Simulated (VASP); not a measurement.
Input:

```
LiH
1.0
    2.93000     0.00000     0.00000
   -2.93000     2.93000     0.00000
    0.00000     0.00000    18.12000
H Li
4 4
Direct
  0.00000   0.50000   0.44371
  0.00000   0.00000   0.33113
  0.00000   0.50000   0.66887
  0.00000   0.00000   0.55629
  0.00000   0.00000   0.44371
  0.00000   0.50000   0.33113
  0.00000   0.00000   0.66887
  0.00000   0.50000   0.55629
```

The numbers are results of PBE GGA, VASP's PBE PAW potentials (set 64) (plane waves; VASP), not measurements. Numerical set-up: 400 eV cut-off, 11×11×1 Γ-centred mesh, Fermi-Dirac smearing of 0.10 eV, potentials H Li_sv.

The cell holds a wide vacuum, so values per volume refer to the whole cell.

Problem. Give the energies of bands 5 to 12 at the high-symmetry points, in eV from the valence-band maximum.

Solution. 
```tsv
band	Γ	X	M
5	-5.04	-2.68	-0.40
6	-4.18	-2.68	-0.40
7	-2.88	-2.33	0.00
8	-1.29	-2.33	0.00
9	2.38	4.71	3.08
10	3.22	4.71	3.08
11	4.11	5.62	4.17
12	5.95	5.62	4.17
```

The gap is indirect, 2.38 eV, from the valence maximum at M to the conduction minimum at Γ.

The cell is a sheet with vacuum, built from a generated structure.
